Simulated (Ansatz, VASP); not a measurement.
# MoS2: VASP beside Ansatz, part 2 of 2

One calculation is typed for both programs; each brings its own data sets. How far apart do they land? The cell is taken from a series of runs on this material, whose earlier steps may have relaxed, scaled, displaced or heated it; both programs get it as it stands.

VASP 6.6.1 and Ansatz 0.2.0.

So far: Set-up; Ansatz: zone-centre phonons, PBEsol with D3(BJ).

## Step 3: VASP: zone-centre phonons, PBEsol with D3(BJ)

Level of this step: PBEsol with D3(BJ), no spin polarisation; plane waves and PAW (S, Mo_sv) (VASP).

The same cell, functional and mesh now go to VASP, with its own data sets.

Lines of VASP's logs that name or quote its potential files are left out, and so is its time.

INCAR reads:

```
SYSTEM = MoS2
PREC = Accurate
ENCUT = 500
EDIFF = 1E-08
NELM = 120
ISMEAR = 0
SIGMA = 0.01
LREAL = .FALSE.
ALGO = Normal
GGA = PS
IVDW = 12
NBANDS = 32
LASPH = .TRUE.
LORBIT = 11
LWAVE = .FALSE.
LCHARG = .FALSE.
ISIF = 2
IBRION = 6
NFREE = 2
POTIM = 0.015
NSW = 1
GGA_COMPAT = .FALSE.
EFERMI = MIDGAP
KPAR = 2
```

POSCAR reads:

```
MoS2
1.0
    3.0673255204      0.0000000000      0.0000000000
   -1.5336627602      2.6563818223      0.0000000000
    0.0000000000      0.0000000000     11.3084209923
S Mo
4 2
Direct
    0.3333333333      0.6666666667      0.6113666071
    0.6666666667      0.3333333333      0.1113666071
    0.3333333333      0.6666666667      0.8886333929
    0.6666666667      0.3333333333      0.3886333929
    0.3333333333      0.6666666667      0.2500000000
    0.6666666667      0.3333333333      0.7500000000
```

KPOINTS reads:

```
Automatic mesh
0
Gamma
15 15 4
0 0 0
```

Potentials, in the order of the species: S and Mo_sv (PBE family, release 64).

The run is started by

```bash
$ mpirun -np 2 vasp_std
```

Numbers of over 12 decimals in the logs are rounded to 6 here.

The log of the run:

```text
[banner, memory and clock lines left out]
running    2 mpi-ranks, on    1 nodes
 distrk:  each k-point on    1 cores,    2 groups
 distr:  one band on    1 cores,    1 groups

 POSCAR found type information on POSCAR S Mo
 POSCAR found :  2 types and       6 ions
|                                                                             |
|               ----> ADVICE to this user running VASP <----                  |
|                                                                             |
|     You enforced a specific xc type in the INCAR file but a different       |
|     [... a line on the potential file left out ...]
|     I HOPE YOU KNOW WHAT YOU ARE DOING!                                     |
|                                                                             |

 LDA part: xc-table for (Slater+PW92), standard interpolation
 POSCAR, INCAR and KPOINTS ok, starting setup
 FFT: planning ... GRIDC
 FFT: planning ... GRID_SOFT
 FFT: planning ... GRID
 WAVECAR not read
 entering main loop
       N       E                     dE             d eps       ncg     rms          rms(c)
DAV:   1     0.451894776418E+03    0.45189E+03   -0.29380E+04  5600   0.153E+03
DAV:   2    -0.252039637215E+02   -0.47710E+03   -0.46513E+03  6288   0.402E+02
DAV:   3    -0.487005116464E+02   -0.23497E+02   -0.23277E+02  6656   0.793E+01
DAV:   4    -0.491554833572E+02   -0.45497E+00   -0.45332E+00  6240   0.109E+01
DAV:   5    -0.491659463678E+02   -0.10463E-01   -0.10458E-01  6592   0.153E+00    0.406E+01
DAV:   6    -0.471366580869E+02    0.20293E+01   -0.14623E+01  5752   0.222E+01    0.141E+01
DAV:   7    -0.469028161884E+02    0.23384E+00   -0.71231E+00  5704   0.140E+01    0.902E+00
DAV:   8    -0.465407703392E+02    0.36205E+00   -0.14910E+00  6296   0.701E+00    0.353E+00
DAV:   9    -0.465531411245E+02   -0.12371E-01   -0.14527E-01  6720   0.181E+00    0.153E+00
DAV:  10    -0.465434407214E+02    0.97004E-02   -0.60446E-02  6184   0.145E+00    0.312E-01
DAV:  11    -0.465434007166E+02    0.40005E-04   -0.29984E-03  6400   0.305E-01    0.223E-01
DAV:  12    -0.465433519728E+02    0.48744E-04   -0.24494E-04  6200   0.807E-02    0.130E-01
DAV:  13    -0.465433321440E+02    0.19829E-04   -0.18770E-04  6560   0.711E-02    0.335E-02
DAV:  14    -0.465433327834E+02   -0.63942E-06   -0.20632E-05  6128   0.261E-02    0.359E-02
DAV:  15    -0.465433318386E+02    0.94480E-06   -0.22791E-06  6272   0.977E-03    0.125E-02
DAV:  16    -0.465433314583E+02    0.38028E-06   -0.10897E-06  6168   0.567E-03    0.401E-03
DAV:  17    -0.465433314895E+02   -0.31206E-07   -0.88172E-08  5744   0.141E-03    0.120E-03
DAV:  18    -0.465433314852E+02    0.43701E-08   -0.70975E-08  5528   0.137E-03
   1 F= -.49122066E+02 E0= -.49122066E+02  d E =-.113977-114
[... from here on, the cycles between the ionic steps are left out ...]
   2 F= -.49120838E+02 E0= -.49120838E+02  d E =-.107834-114
   3 F= -.49120838E+02 E0= -.49120838E+02  d E =-.108079-114
   4 F= -.49120003E+02 E0= -.49120003E+02  d E =-.106562-117
   5 F= -.49119747E+02 E0= -.49119747E+02  d E =-.892120-111
   6 F= -.49119529E+02 E0= -.49119529E+02  d E =-.107793-114
   7 F= -.49119529E+02 E0= -.49119529E+02  d E =-.107928-114
   8 F= -.49118304E+02 E0= -.49118304E+02  d E =-.414120-112
 Finite differences progress:
  Degree of freedom:   4/  4
  Displacement:        1/  2
  Total:               7/  8
 bond charge predicted
       N       E                     dE             d eps       ncg     rms          rms(c)
DAV:   1    -0.465264879266E+02    0.13079E-01   -0.56584E+00  6400   0.165E+01    0.625E-01
DAV:   2    -0.465400503036E+02   -0.13562E-01   -0.14793E-01  7744   0.248E+00    0.172E-01
DAV:   3    -0.465395738916E+02    0.47641E-03   -0.24486E-03  8024   0.311E-01    0.923E-02
DAV:   4    -0.465395702312E+02    0.36604E-05   -0.85137E-04  7880   0.152E-01    0.570E-02
DAV:   5    -0.465395670050E+02    0.32262E-05   -0.59545E-05  7936   0.474E-02    0.389E-02
DAV:   6    -0.465395676430E+02   -0.63796E-06   -0.95849E-06  7904   0.219E-02    0.188E-02
DAV:   7    -0.465395669870E+02    0.65597E-06   -0.29499E-06  8072   0.103E-02    0.705E-03
DAV:   8    -0.465395668237E+02    0.16324E-06   -0.14770E-06  7808   0.697E-03    0.168E-03
DAV:   9    -0.465395668374E+02   -0.13614E-07   -0.94177E-08  7696   0.181E-03    0.103E-03
DAV:  10    -0.465395668418E+02   -0.43901E-08   -0.53048E-09  4280   0.400E-04
   9 F= -.49118304E+02 E0= -.49118304E+02  d E =-.413435-112
 Finite differences progress:
  Degree of freedom:   4/  4
  Displacement:        2/  2
  Total:               8/  8
```

From OUTCAR (step 3):

```text
ion  position               nearest neighbor table
   1  0.333  0.667  0.611-   6 2.37   6 2.37   6 2.37
   2  0.667  0.333  0.111-   5 2.37   5 2.37   5 2.37
   3  0.333  0.667  0.889-   6 2.37   6 2.37   6 2.37
   4  0.667  0.333  0.389-   5 2.37   5 2.37   5 2.37
   5  0.333  0.667  0.250-   2 2.37   4 2.37   2 2.37   4 2.37   2 2.37   4 2.37
   6  0.667  0.333  0.750-   1 2.37   3 2.37   1 2.37   3 2.37   1 2.37   3 2.37

  LATTYP: Found a hexagonal cell.
 ALAT       =     3.0673255204
 C/A-ratio  =     3.6867365127

 Subroutine GETGRP returns: Found 24 space group operations
 (whereof 12 operations were pure point group operations)

The static configuration has the point symmetry D_3d.
 The point group associated with its full space group is D_6h.

 Found     81 irreducible k-points:

   k-points           NKPTS =     81   k-points in BZ     NKDIM =     81   number of bands    NBANDS=     32

   dimension x,y,z NGX =    24 NGY =   24 NGZ =   84
   dimension x,y,z NGXF=    48 NGYF=   48 NGZF=  168

   ENCUT  =  500.0 eV  36.75 Ry    6.06 a.u.   5.59  5.59 20.62*2*pi/ulx,y,z

   NELECT =      52.0000    total number of electrons

 k-points in reciprocal lattice and weights: Automatic mesh
   0.00000000  0.00000000  0.00000000       0.001
   0.06666667 -0.00000000  0.00000000       0.007
   0.13333333  0.00000000  0.00000000       0.007
   0.20000000 -0.00000000  0.00000000       0.007
   0.26666667  0.00000000  0.00000000       0.007
   0.33333333  0.00000000  0.00000000       0.007
   0.40000000  0.00000000  0.00000000       0.007
   0.46666667 -0.00000000  0.00000000       0.007
   0.06666667  0.06666667  0.00000000       0.007
[...]
-----------------------------------------------------------------------------------
    total drift:                                0.000000      0.000000      0.000177

  FREE ENERGIE OF THE ION-ELECTRON SYSTEM (eV)
  ---------------------------------------------------
  free  energy   TOTEN  =       -49.1183038161 eV

  energy  without entropy=      -49.1183038161  energy(sigma->0) =      -49.11830382

 Eigenvectors and eigenvalues of the dynamical matrix
 ----------------------------------------------------

   1 f  =   14.734922 THz    92.582247 2PiTHz  491.504102 cm-1    60.938715 meV
             X         Y         Z           dx          dy          dz
     -0.000000  1.770921  6.913591     0.000000   -0.000000    0.397243
      1.533663  0.885461  1.259380     0.000000   -0.000000   -0.397243
     -0.000000  1.770921 10.049041     0.000000   -0.000000    0.397243
      1.533663  0.885461  4.394830     0.000000   -0.000000   -0.397243
     -0.000000  1.770921  2.827105    -0.000000    0.000000    0.429413
      1.533663  0.885461  8.481316    -0.000000    0.000000   -0.429413

   2 f  =   14.431813 THz    90.677758 2PiTHz  481.393479 cm-1    59.685158 meV
             X         Y         Z           dx          dy          dz
     -0.000000  1.770921  6.913591     0.000000    0.000000   -0.387070
      1.533663  0.885461  1.259380     0.000000    0.000000   -0.387070
     -0.000000  1.770921 10.049041     0.000000    0.000000   -0.387070
      1.533663  0.885461  4.394830     0.000000    0.000000   -0.387070
     -0.000000  1.770921  2.827105    -0.000000   -0.000000    0.447608
      1.533663  0.885461  8.481316    -0.000000   -0.000000    0.447608

   3 f  =   13.093456 THz    82.268612 2PiTHz  436.750689 cm-1    54.150160 meV
             X         Y         Z           dx          dy          dz
     -0.000000  1.770921  6.913591    -0.000000   -0.000000    0.500000
      1.533663  0.885461  1.259380    -0.000000    0.000000    0.500000
     -0.000000  1.770921 10.049041    -0.000000   -0.000000   -0.500000
      1.533663  0.885461  4.394830    -0.000000   -0.000000   -0.500000
     -0.000000  1.770921  2.827105     0.000000   -0.000000    0.000000
      1.533663  0.885461  8.481316     0.000000    0.000000    0.000000

   4 f  =   12.501008 THz    78.546148 2PiTHz  416.988733 cm-1    51.699990 meV
             X         Y         Z           dx          dy          dz
     -0.000000  1.770921  6.913591     0.000000    0.000000    0.500000
      1.533663  0.885461  1.259380     0.000000    0.000000   -0.500000
     -0.000000  1.770921 10.049041     0.000000    0.000000   -0.500000
      1.533663  0.885461  4.394830     0.000000    0.000000    0.500000
     -0.000000  1.770921  2.827105    -0.000000   -0.000000   -0.000000
      1.533663  0.885461  8.481316    -0.000000   -0.000000    0.000000

   5 f  =   11.945415 THz    75.055257 2PiTHz  398.456158 cm-1    49.402245 meV
             X         Y         Z           dx          dy          dz
     -0.000000  1.770921  6.913591     0.387074   -0.000002   -0.000000
      1.533663  0.885461  1.259380     0.387074   -0.000002    0.000000
     -0.000000  1.770921 10.049041     0.387074   -0.000002    0.000000
      1.533663  0.885461  4.394830     0.387074   -0.000002   -0.000000
     -0.000000  1.770921  2.827105    -0.447602    0.000002   -0.000000
      1.533663  0.885461  8.481316    -0.447602    0.000002   -0.000000

   6 f  =   11.945415 THz    75.055257 2PiTHz  398.456158 cm-1    49.402245 meV
             X         Y         Z           dx          dy          dz
     -0.000000  1.770921  6.913591    -0.000002   -0.387074    0.000000
      1.533663  0.885461  1.259380    -0.000002   -0.387074   -0.000000
     -0.000000  1.770921 10.049041    -0.000002   -0.387074   -0.000000
      1.533663  0.885461  4.394830    -0.000002   -0.387074    0.000000
     -0.000000  1.770921  2.827105     0.000002    0.447602   -0.000000
      1.533663  0.885461  8.481316     0.000002    0.447602   -0.000000

   7 f  =   11.892051 THz    74.719963 2PiTHz  396.676139 cm-1    49.181551 meV
             X         Y         Z           dx          dy          dz
     -0.000000  1.770921  6.913591    -0.389387    0.000001   -0.000000
      1.533663  0.885461  1.259380     0.389387   -0.000001    0.000000
     -0.000000  1.770921 10.049041    -0.389387    0.000001    0.000000
      1.533663  0.885461  4.394830     0.389387   -0.000001   -0.000000
     -0.000000  1.770921  2.827105    -0.443572    0.000001    0.000000
      1.533663  0.885461  8.481316     0.443572   -0.000001    0.000000

   8 f  =   11.892051 THz    74.719963 2PiTHz  396.676139 cm-1    49.181551 meV
             X         Y         Z           dx          dy          dz
     -0.000000  1.770921  6.913591     0.000001    0.389387   -0.000000
      1.533663  0.885461  1.259380    -0.000001   -0.389387    0.000000
     -0.000000  1.770921 10.049041     0.000001    0.389387    0.000000
      1.533663  0.885461  4.394830    -0.000001   -0.389387   -0.000000
     -0.000000  1.770921  2.827105     0.000001    0.443572   -0.000000
      1.533663  0.885461  8.481316    -0.000001   -0.443572   -0.000000

   9 f  =    9.078447 THz    57.041563 2PiTHz  302.824385 cm-1    37.545422 meV
             X         Y         Z           dx          dy          dz
     -0.000000  1.770921  6.913591    -0.500000   -0.000005   -0.000000
      1.533663  0.885461  1.259380    -0.500000   -0.000005    0.000000
     -0.000000  1.770921 10.049041     0.500000    0.000005    0.000000
      1.533663  0.885461  4.394830     0.500000    0.000005   -0.000000
     -0.000000  1.770921  2.827105    -0.000000   -0.000000    0.000000
      1.533663  0.885461  8.481316    -0.000000    0.000000    0.000000

  10 f  =    9.078447 THz    57.041563 2PiTHz  302.824385 cm-1    37.545422 meV
             X         Y         Z           dx          dy          dz
     -0.000000  1.770921  6.913591     0.000005   -0.500000    0.000000
      1.533663  0.885461  1.259380     0.000005   -0.500000    0.000000
     -0.000000  1.770921 10.049041    -0.000005    0.500000    0.000000
      1.533663  0.885461  4.394830    -0.000005    0.500000   -0.000000
     -0.000000  1.770921  2.827105     0.000000   -0.000000    0.000000
      1.533663  0.885461  8.481316    -0.000000    0.000000    0.000000

  11 f  =    8.813704 THz    55.378134 2PiTHz  293.993511 cm-1    36.450533 meV
             X         Y         Z           dx          dy          dz
     -0.000000  1.770921  6.913591    -0.500000   -0.000001    0.000000
      1.533663  0.885461  1.259380     0.500000    0.000001   -0.000000
     -0.000000  1.770921 10.049041     0.500000    0.000001    0.000000
      1.533663  0.885461  4.394830    -0.500000   -0.000001    0.000000
     -0.000000  1.770921  2.827105     0.000000   -0.000000    0.000000
      1.533663  0.885461  8.481316    -0.000000   -0.000000    0.000000

  12 f  =    8.813704 THz    55.378134 2PiTHz  293.993511 cm-1    36.450533 meV
             X         Y         Z           dx          dy          dz
     -0.000000  1.770921  6.913591     0.000001   -0.500000    0.000000
      1.533663  0.885461  1.259380    -0.000001    0.500000   -0.000000
     -0.000000  1.770921 10.049041    -0.000001    0.500000   -0.000000
      1.533663  0.885461  4.394830     0.000001   -0.500000   -0.000000
     -0.000000  1.770921  2.827105     0.000000    0.000000   -0.000000
      1.533663  0.885461  8.481316    -0.000000   -0.000000   -0.000000

  13 f  =    3.288669 THz    20.663320 2PiTHz  109.698206 cm-1    13.600838 meV
             X         Y         Z           dx          dy          dz
     -0.000000  1.770921  6.913591    -0.000000   -0.000000   -0.303641
      1.533663  0.885461  1.259380     0.000000    0.000000    0.303641
     -0.000000  1.770921 10.049041    -0.000000   -0.000000   -0.303641
      1.533663  0.885461  4.394830     0.000000    0.000000    0.303641
     -0.000000  1.770921  2.827105     0.000000    0.000000    0.561787
      1.533663  0.885461  8.481316    -0.000000   -0.000000   -0.561787
    [... 42 further lines ...]
      1.533663  0.885461  4.394830     0.000000   -0.000000    0.316507
     -0.000000  1.770921  2.827105     0.000000   -0.000000    0.547400
      1.533663  0.885461  8.481316     0.000000   -0.000000    0.547400

 ELASTIC MODULI CONTR FROM IONIC RELAXATION (kBar)
 Direction    XX          YY          ZZ          XY          YZ          ZX
 --------------------------------------------------------------------------------
 XX        -507.7093   -283.2939   -957.6999      0.0000     -0.0000      0.0000
 YY        -283.2939   -507.7093   -957.6999     -0.0000     -0.0000     -0.0000
 ZZ        -957.6999   -957.6999  -2319.0527      0.0000     -0.0000     -0.0000
 XY           0.0000     -0.0000      0.0000   -112.2077     -0.0000     -0.0000
 YZ          -0.0000     -0.0000     -0.0000     -0.0000  -1381.8715     -0.0000
 ZX           0.0000     -0.0000     -0.0000     -0.0000     -0.0000  -1381.8708
 --------------------------------------------------------------------------------

 total charge
# of ion       s       p       d       tot
------------------------------------------
    1        1.363   2.340   0.000   3.703
    2        1.363   2.340   0.000   3.703
    3        1.363   2.340   0.000   3.703
    4        1.363   2.340   0.000   3.703
    5        2.312   6.251   4.077  12.640
    6        2.312   6.251   4.077  12.640
--------------------------------------------------
tot         10.077  21.862   8.155  40.093
```

CONTCAR:

```
MoS2
   1.00000000000000
     3.0673255203999998    0.0000000000000000    0.0000000000000000
    -1.5336627601999999    2.6563818223000002    0.0000000000000000
     0.0000000000000000    0.0000000000000000   11.3084209923000003
  S               Mo
     4     2
Direct
     0.3333333332999970    0.6666666667000030    0.6113666071000026
     0.6666666667000030    0.3333333332999970    0.1113666071000026
     0.3333333332999970    0.6666666667000030    0.8886333928999974
     0.6666666667000030    0.3333333332999970    0.3886333928999974
     0.3333333332999971    0.6666666667000031    0.2486735548658638
     0.6666666667000030    0.3333333332999970    0.7500000000000000
```

This run has no spin polarisation, so a moment on Mo, if there is one, isn't seen. The last energy, forces, stress and levels in OUTCAR belong to the last displaced cell, not to the cell of POSCAR.

Levels, forces or a CONTCAR printed for this step are those of its last displaced cell, not of the structure at rest.

## Step 4: Comparison

Known differences besides the potentials themselves: fixed occupations in Ansatz, narrow Gaussian smearing in VASP; the cutoff is 420 eV in Ansatz and 500 eV in VASP; Ansatz makes its cores anew for this functional, VASP keeps those of its PBE data sets; Ansatz takes the dispersion share of the force constants at frozen C6 weights, VASP differentiates the full forces; VASP uses finite displacements, Ansatz perturbation theory. Total energies have different zeros and are not compared.

The two programs side by side:

```
                    quantity  Ansatz   VASP  difference
  optical mode 1 to 2 (cm⁻¹)    60.7   60.9     -0.35 %
       optical mode 3 (cm⁻¹)   109.0  109.7     -0.65 %
  optical mode 4 to 5 (cm⁻¹)   294.4  294.0     +0.13 %
  optical mode 6 to 7 (cm⁻¹)   303.0  302.8     +0.07 %
  optical mode 8 to 9 (cm⁻¹)   396.9  396.7     +0.06 %
optical mode 10 to 11 (cm⁻¹)   398.8  398.5     +0.08 %
      optical mode 12 (cm⁻¹)   417.6  417.0     +0.14 %
      optical mode 13 (cm⁻¹)   437.0  436.8     +0.06 %
      optical mode 14 (cm⁻¹)   481.1  481.4     -0.05 %
      optical mode 15 (cm⁻¹)   491.4  491.5     -0.01 %
```

Modes are paired by rising frequency, not by their patterns, so a pair may set unlike modes beside each other; they are those without the splitting of longitudinal modes.

## Step 5: Summary of results

- r.m.s. difference of the optical zone-centre modes, each program's sorted by frequency (zone-centre phonons, PBEsol with D3(BJ)): 0.35 cm⁻¹
- difference in optical mode 3 (zone-centre phonons, PBEsol with D3(BJ)): -0.7 %

What this shows: The r.m.s. difference of the optical zone-centre modes, each program's sorted by frequency is 0.35 cm⁻¹ (zone-centre phonons, PBEsol with D3(BJ)). Among the rows given in per cent, the largest difference of the zone-centre phonons, PBEsol with D3(BJ) pair is in optical mode 3, -0.7 %. Such differences can come from data sets, numerical settings and the points named under the comparisons, not from the functional's error against experiment.

[Lines on the potential files, build, host, timing and source positions are cut from VASP's logs without a mark.]

[Logs are printed without paths, hosts, clocks, repeated set-up lines and the standing remarks that a program may print on its own settings, such as how far it seeks lower states.]

[Hosts, paths, dates, database ids (printed as entryN), source tags and the programs' standing remarks are cut or masked in the printed files.]
